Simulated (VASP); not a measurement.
# CuSi64 (a cell with a defect) in VASP: relaxation of the atoms with PBE

Aim: the relaxation of the atoms of CuSi64 (a cell with a defect) with PBE.

All numbers are computed with VASP 6.6.1; they aren't measurements. Logs are shortened: lines on timing, memory, paths and dates and some standing lists are left out, and cuts for length are marked.

### Step 1. Starting point

The cell holds a defect, 65 atoms: a = 10.938 Å, b = 10.938 Å, c = 10.938 Å, α = 90.00°, β = 90.00°, γ = 90.00°.

The cell was built by a generator and needn't be a form met in nature.

### Step 2. Relaxation of the atoms, PBE

Input file INCAR:

```
SYSTEM = CuSi64
PREC     = Accurate       ! precision mode
ENCUT    = 300            ! plane-wave cutoff, eV
EDIFF    = 1E-6           ! SCF threshold, eV
ISMEAR   = -1             ! smearing method
SIGMA    = 0.05           ! smearing width, eV
LREAL    = .False.        ! projectors in reciprocal space
LASPH    = .True.         ! aspherical terms in the spheres
NELM     = 60             ! most SCF steps
ALGO     = Fast           ! electronic algorithm
ISIF     = 2              ! what is computed and relaxed
LWAVE    = .False.        ! write WAVECAR
LCHARG   = .False.        ! write CHGCAR
GGA      = PE             ! functional
IBRION   = 2              ! ionic algorithm
NSW      = 40             ! ionic steps
EDIFFG   = -0.005         ! ionic threshold
```

Input file KPOINTS:

```
regular mesh
0
Gamma
  2 2 2
  0 0 0
```

Input file POSCAR:

```
CuSi64
1.0
   10.9380000000      0.0000000000      0.0000000000
    0.0000000000     10.9380000000      0.0000000000
    0.0000000000      0.0000000000     10.9380000000
Si Cu
64 1
Direct
    0.5000000000      0.0000000000      0.0000000000
    0.7500000000      0.2500000000      0.0000000000
    0.7500000000      0.0000000000      0.2500000000
    0.0000000000      0.0000000000      0.0000000000
    0.2500000000      0.2500000000      0.0000000000
    0.5000000000      0.5000000000      0.0000000000
    0.7500000000      0.7500000000      0.0000000000
    0.2500000000      0.0000000000      0.2500000000
    0.5000000000      0.2500000000      0.2500000000
    0.7500000000      0.5000000000      0.2500000000
    0.5000000000      0.0000000000      0.5000000000
    0.7500000000      0.2500000000      0.5000000000
    0.7500000000      0.0000000000      0.7500000000
    0.0000000000      0.5000000000      0.0000000000
    0.2500000000      0.7500000000      0.0000000000
    0.0000000000      0.2500000000      0.2500000000
    0.2500000000      0.5000000000      0.2500000000
    0.5000000000      0.7500000000      0.2500000000
    0.0000000000      0.0000000000      0.5000000000
    0.2500000000      0.2500000000      0.5000000000
    0.5000000000      0.5000000000      0.5000000000
    0.7500000000      0.7500000000      0.5000000000
    0.2500000000      0.0000000000      0.7500000000
    0.5000000000      0.2500000000      0.7500000000
    0.7500000000      0.5000000000      0.7500000000
    0.0000000000      0.7500000000      0.2500000000
    0.0000000000      0.5000000000      0.5000000000
    0.2500000000      0.7500000000      0.5000000000
    0.0000000000      0.2500000000      0.7500000000
    0.2500000000      0.5000000000      0.7500000000
    0.5000000000      0.7500000000      0.7500000000
    0.0000000000      0.7500000000      0.7500000000
    0.6250000000      0.1250000000      0.1250000000
    0.8750000000      0.3750000000      0.1250000000
    0.8750000000      0.1250000000      0.3750000000
    0.1250000000      0.1250000000      0.1250000000
    0.3750000000      0.3750000000      0.1250000000
    0.6250000000      0.6250000000      0.1250000000
    0.8750000000      0.8750000000      0.1250000000
    0.3750000000      0.1250000000      0.3750000000
    0.6250000000      0.3750000000      0.3750000000
    0.8750000000      0.6250000000      0.3750000000
    0.6250000000      0.1250000000      0.6250000000
    0.8750000000      0.3750000000      0.6250000000
    0.8750000000      0.1250000000      0.8750000000
    0.1250000000      0.6250000000      0.1250000000
    0.3750000000      0.8750000000      0.1250000000
    0.1250000000      0.3750000000      0.3750000000
    0.3750000000      0.6250000000      0.3750000000
    0.6250000000      0.8750000000      0.3750000000
    0.1250000000      0.1250000000      0.6250000000
    0.3750000000      0.3750000000      0.6250000000
    0.6250000000      0.6250000000      0.6250000000
    0.8750000000      0.8750000000      0.6250000000
    0.3750000000      0.1250000000      0.8750000000
    0.6250000000      0.3750000000      0.8750000000
    0.8750000000      0.6250000000      0.8750000000
    0.1250000000      0.8750000000      0.3750000000
    0.1250000000      0.6250000000      0.6250000000
    0.3750000000      0.8750000000      0.6250000000
    0.1250000000      0.3750000000      0.8750000000
    0.3750000000      0.6250000000      0.8750000000
    0.6250000000      0.8750000000      0.8750000000
    0.1250000000      0.8750000000      0.8750000000
    0.2500000000      0.2500000000      0.2500000000
```

Potentials or basis: VASP PAW PBE potentials, release 64 (Si, Cu).

On the command line:

```bash
cat potpaw_PBE.64/Si/POTCAR potpaw_PBE.64/Cu/POTCAR > POTCAR
mpirun -np 1 vasp_std > vasp.out
```

OUTCAR:

```text
SYSTEM = CuSi64
   PREC = Accurate
   ENCUT = 300
   EDIFF = 1E-6
   ISMEAR = -1
   LREAL = .False.
   LASPH = .True.
   NELM = 60
   ISIF = 2
   GGA = PE
   IBRION = 2
   NSW = 40
   EDIFFG = -0.005

 ion  position               nearest neighbor table
   1  0.500  0.000  0.000-  33 2.37  47 2.37  55 2.37  63 2.37
   2  0.750  0.250  0.000-  33 2.37  34 2.37  45 2.37  56 2.37
   3  0.750  0.000  0.250-  33 2.37  35 2.37  39 2.37  50 2.37
   4  0.000  0.000  0.000-  36 2.37  39 2.37  45 2.37  64 2.37
   5  0.250  0.250  0.000-  36 2.37  37 2.37  55 2.37  61 2.37  65 2.73
   6  0.500  0.500  0.000-  37 2.37  38 2.37  56 2.37  62 2.37
   7  0.750  0.750  0.000-  38 2.37  39 2.37  57 2.37  63 2.37
   8  0.250  0.000  0.250-  36 2.37  40 2.37  47 2.37  58 2.37  65 2.73
   9  0.500  0.250  0.250-  33 2.37  37 2.37  40 2.37  41 2.37  65 2.73
  10  0.750  0.500  0.250-  34 2.37  38 2.37  41 2.37  42 2.37
  11  0.500  0.000  0.500-  40 2.37  43 2.37  50 2.37  60 2.37
  12  0.750  0.250  0.500-  35 2.37  41 2.37  43 2.37  44 2.37
  13  0.750  0.000  0.750-  43 2.37  45 2.37  54 2.37  63 2.37
  14  0.000  0.500  0.000-  34 2.37  46 2.37  57 2.37  61 2.37
  15  0.250  0.750  0.000-  46 2.37  47 2.37  62 2.37  64 2.37
  16  0.000  0.250  0.250-  34 2.37  35 2.37  36 2.37  48 2.37  65 2.73
  17  0.250  0.500  0.250-  37 2.37  46 2.37  48 2.37  49 2.37  65 2.73
[... 32 lines left out ...]
  50  0.625  0.875  0.375-   3 2.37  11 2.37  18 2.37  22 2.37
  51  0.125  0.125  0.625-  19 2.37  20 2.37  23 2.37  29 2.37
  52  0.375  0.375  0.625-  20 2.37  21 2.37  24 2.37  30 2.37
  53  0.625  0.625  0.625-  21 2.37  22 2.37  25 2.37  31 2.37
  54  0.875  0.875  0.625-  13 2.37  19 2.37  22 2.37  32 2.37
[... 8 lines left out ...]
  63  0.625  0.875  0.875-   1 2.37   7 2.37  13 2.37  31 2.37
  64  0.125  0.875  0.875-   4 2.37  15 2.37  23 2.37  32 2.37
  65  0.250  0.250  0.250-  36 2.37  37 2.37  40 2.37  48 2.37  17 2.73  20 2.73   5 2.73   8 2.73
                             9 2.73  16 2.73

  LATTYP: Found a simple cubic cell.
 ALAT       =    10.9380000000

  Lattice vectors:

 A1 = (  10.9380000000,   0.0000000000,   0.0000000000)
 A2 = (   0.0000000000,  10.9380000000,   0.0000000000)
 A3 = (   0.0000000000,   0.0000000000,  10.9380000000)

Analysis of symmetry for initial positions (statically):
=====================================================================
 Subroutine PRICEL returns:
 Original cell was already a primitive cell.

 Routine SETGRP: Setting up the symmetry group for a
 simple cubic supercell.

 Subroutine GETGRP returns: Found 24 space group operations
 (whereof  6 operations were pure point group operations)
[... 247 lines left out ...]
   LORBIT       =      0    0 simple, 1 ext, 2 COOP (PROOUT), +10 PAW based schemes
   GGA     = PE    functional components
   LHFCALC =     F    Hartree Fock is set to
   AEXX    =    0.0000 exact exchange contribution
   IVDW    =     0    specifies the selected vdW correction
   LEPSILON=     F    determine dielectric tensor
   LRPA    =     F    only Hartree local field effects (RPA)
 conjugate gradient relaxation of ions
 non-spin polarized calculation
 RMM-DIIS sequential band-by-band and
  energy-cutoff  :      300.00
  volume of cell :     1308.62
 maximum number of plane-waves:     15515
 NGX is ok and might be reduce to    64
   NGX = 31   NGY = 31   NGZ = 31

--------------------------------------- Ionic step        1  -------------------------------------------

 number of electron     267.0000037 magnetization

 Free energy of the ion-electron system (eV)
  ---------------------------------------------------
  ext. energy  EPLUGINS =         0.00000000
  ---------------------------------------------------
  free energy    TOTEN  =      -349.06613087 eV

  energy without entropy =     -349.02468332  energy(sigma->0) =     -349.04540710

------------------------ aborting loop because EDIFF is reached ----------------------------------------

  FORCE on cell =-STRESS in cart. coord.  units (eV):
  Direction    XX          YY          ZZ          XY          YZ          ZX
  --------------------------------------------------------------------------------------
  -------------------------------------------------------------------------------------
  Total        2.3588573      2.3588573      2.3588573      0.0000000      0.0000000     -0.0000000
  in kB        2.8880087      2.8880087      2.8880087      0.0000000      0.0000000     -0.0000000
  external PRESSURE =       2.8880087 kB  Pullay stress =       0.0000000 kB
[... 278 lines left out ...]
  FREE ENERGIE OF THE ION-ELECTRON SYSTEM (eV)
  ---------------------------------------------------
  free  energy   TOTEN  =      -349.1687890449 eV

  energy  without entropy=     -349.1282036904  energy(sigma->0) =     -349.14849637

[... ionic steps 4 to 9 ...]

--------------------------------------- Ionic step       10  -------------------------------------------

 number of electron     267.0000019 magnetization

------------------------ aborting loop because EDIFF is reached ----------------------------------------
[... 193 lines left out ...]
--------------------------------------- Ionic step       12  -------------------------------------------

 number of electron     267.0000019 magnetization

 Free energy of the ion-electron system (eV)
  ---------------------------------------------------
  ext. energy  EPLUGINS =         0.00000000
  ---------------------------------------------------
  free energy    TOTEN  =      -349.21384383 eV

  energy without entropy =     -349.17250870  energy(sigma->0) =     -349.19317627

 E-fermi :   6.2829     XC(G=0):  -9.3986

 val. band max:        6.2046020318   @ k =   0.5000   0.0000   0.0000
 cond. band min:       6.3893287743   @ k =   0.5000   0.5000   0.5000
 fundamental gap:      0.1847267426
 Fermi energy:         6.2829067843

 k-point     1 :       0.0000    0.0000    0.0000
  band No.  band energies     occupation
      1      -6.1715      2.00000
      2      -5.2761      2.00000
      3      -5.0713      2.00000
      4      -5.0713      2.00000
      5      -5.0713      2.00000
      6      -5.0419      2.00000
[... 581 lines left out ...]
    144       7.2531      0.00000
    145       7.2531      0.00000
 [bands above 145 left out]

------------------------ aborting loop because EDIFF is reached ----------------------------------------

  FORCE on cell =-STRESS in cart. coord.  units (eV):
  Direction    XX          YY          ZZ          XY          YZ          ZX
  --------------------------------------------------------------------------------------
  -------------------------------------------------------------------------------------
  Total        1.0785905      1.0785905      1.0785905     -0.0000000      0.0000000      0.0000000
  in kB        1.3205456      1.3205456      1.3205456     -0.0000000      0.0000000      0.0000000
  external PRESSURE =       1.3205456 kB  Pullay stress =       0.0000000 kB
[... 80 lines left out ...]
  FREE ENERGIE OF THE ION-ELECTRON SYSTEM (eV)
  ---------------------------------------------------
  free  energy   TOTEN  =      -349.2138438296 eV

  energy  without entropy=     -349.1725087017  energy(sigma->0) =     -349.19317627

 reached required accuracy - stopping structural energy minimisation
```

Run time: 58 min. Hardware: 1 thread of Intel Xeon 6975P-C (Granite Rapids), shared host; peak memory 0.71 GiB.

What came out:

- Free energy: -349.2138 eV
- Energy gained by relaxing: 2.3 meV/atom
- Ionic steps: 12
- Largest force after relaxing: 0.003 eV/Å
- Band gap on the k mesh: none (metal or under the smearing width)

Forces on the atoms (eV/Å):
```
Si  -0.002  0.002  0.002
Si   0.000  0.000  0.000
Si   0.000  0.000  0.000
Si   0.000  0.000  0.000
Si   0.000  0.000  0.001
Si   0.000  0.000  0.000
Si   0.000  0.000  0.001
Si   0.000  0.001  0.000
Si  -0.001  0.000  0.000
Si   0.000  0.000  0.000
Si   0.000  0.000  0.000
Si   0.000  0.000  0.000
Si   0.000  0.001  0.000
Si   0.002 -0.002  0.002
Si   0.000  0.000  0.000
Si   0.001  0.000  0.000
Si   0.000 -0.001  0.000
Si   0.000  0.000  0.000
Si   0.002  0.002 -0.002
Si   0.000  0.000 -0.001
Si  -0.002 -0.002 -0.002
Si   0.000  0.000 -0.001
Si   0.000  0.000  0.000
Si   0.000  0.000  0.000
Si   0.000 -0.001  0.000
Si   0.000  0.000  0.000
Si   0.000  0.000  0.000
Si   0.000  0.000  0.000
Si   0.000  0.000  0.000
Si   0.000  0.000  0.000
Si  -0.001  0.000  0.000
Si   0.001  0.000  0.000
Si   0.000  0.001  0.001
Si   0.000 -0.001  0.001
Si   0.000  0.001 -0.001
Si   0.000  0.000  0.000
Si   0.000  0.000  0.000
Si   0.000  0.000  0.002
Si   0.000  0.000  0.002
Si   0.000  0.000  0.000
Si   0.000 -0.001 -0.001
Si   0.000  0.000 -0.002
Si   0.000  0.002  0.000
Si   0.000 -0.002  0.000
Si   0.000  0.002  0.000
Si   0.001  0.000  0.001
Si  -0.001  0.000  0.001
Si   0.000  0.000  0.000
Si  -0.001  0.000 -0.001
Si   0.000  0.000 -0.002
Si   0.001  0.001  0.000
Si  -0.001 -0.001  0.000
Si  -0.001 -0.001 -0.001
Si   0.001  0.001 -0.001
Si  -0.001  0.001  0.000
Si   0.000 -0.002  0.000
Si   0.001 -0.001  0.001
Si   0.001  0.000 -0.001
Si   0.002  0.000  0.000
Si  -0.002  0.000  0.000
Si   0.001 -0.001  0.000
Si  -0.002  0.000  0.000
Si  -0.001  0.001  0.001
Si   0.002  0.000  0.000
Cu   0.000  0.000  0.000
```

Step by step:
```csv
step,energy change (eV),largest force (eV/Å),pressure (GPa)
1,0.0000,0.7979,0.29
2,-0.0962,0.3564,0.20
3,-0.1027,0.4243,0.17
4,-0.1342,0.1663,0.16
5,-0.1415,0.0843,0.15
6,-0.1462,0.0293,0.14
7,-0.1464,0.0276,0.14
8,-0.1472,0.0137,0.14
9,-0.1475,0.0156,0.14
10,-0.1477,0.0057,0.14
11,-0.1477,0.0052,0.14
12,-0.1477,0.0031,0.13
```

Final structure:
```
Si Cu
1.0
    10.93800    0.00000    0.00000
     0.00000   10.93800    0.00000
     0.00000    0.00000   10.93800
Si Cu
64 1
Cartesian
  5.4711 10.9359 10.9359
  8.2035 2.7345 0.0021
  8.2035 0.0021 2.7345
  10.9022 10.9022 10.9022
  2.7345 2.7345 10.9236
  5.5048 5.5048 10.9022
  8.2035 8.2035 10.9363
  2.7345 10.9236 2.7345
  5.4834 2.7345 2.7345
  8.2035 5.4669 2.7345
  5.5048 10.9022 5.5048
  8.2035 2.7345 5.4669
  8.2035 10.9363 8.2035
  10.9359 5.4711 10.9359
  2.7345 8.2035 0.0021
  10.9236 2.7345 2.7345
  2.7345 5.4834 2.7345
  5.4669 8.2035 2.7345
  10.9359 10.9359 5.4711
  2.7345 2.7345 5.4834
  5.4711 5.4711 5.4711
  8.2035 8.2035 5.4707
  2.7345 0.0021 8.2035
  5.4669 2.7345 8.2035
  8.2035 5.4707 8.2035
  0.0021 8.2035 2.7345
  10.9022 5.5048 5.5048
  2.7345 8.2035 5.4669
  0.0021 2.7345 8.2035
  2.7345 5.4669 8.2035
  5.4707 8.2035 8.2035
  10.9363 8.2035 8.2035
  6.8393 1.3615 1.3615
  9.5677 4.1075 1.3615
  9.5677 1.3615 4.1075
  1.3271 1.3271 1.3271
  4.1419 4.1419 1.3271
  6.8456 6.8456 1.3722
  9.5614 9.5614 1.3722
  4.1419 1.3271 4.1419
  6.8393 4.1075 4.1075
  9.5614 6.8456 4.0968
  6.8456 1.3722 6.8456
  9.5614 4.0968 6.8456
  9.5614 1.3722 9.5614
  1.3615 6.8393 1.3615
  4.1075 9.5677 1.3615
  1.3271 4.1419 4.1419
  4.1075 6.8393 4.1075
  6.8456 9.5614 4.0968
  1.3615 1.3615 6.8393
  4.1075 4.1075 6.8393
  6.8374 6.8374 6.8374
  9.5696 9.5696 6.8374
  4.1075 1.3615 9.5677
  6.8456 4.0968 9.5614
  9.5696 6.8374 9.5696
  1.3615 9.5677 4.1075
  1.3722 6.8456 6.8456
  4.0968 9.5614 6.8456
  1.3615 4.1075 9.5677
  4.0968 6.8456 9.5614
  6.8374 9.5696 9.5696
  1.3722 9.5614 9.5614
  2.7345 2.7345 2.7345
```

Caveat: the cutoff is under 1.25 times the usual one of these potentials, so pressure, stress and relaxed cells hold a basis-set (Pulay) error.
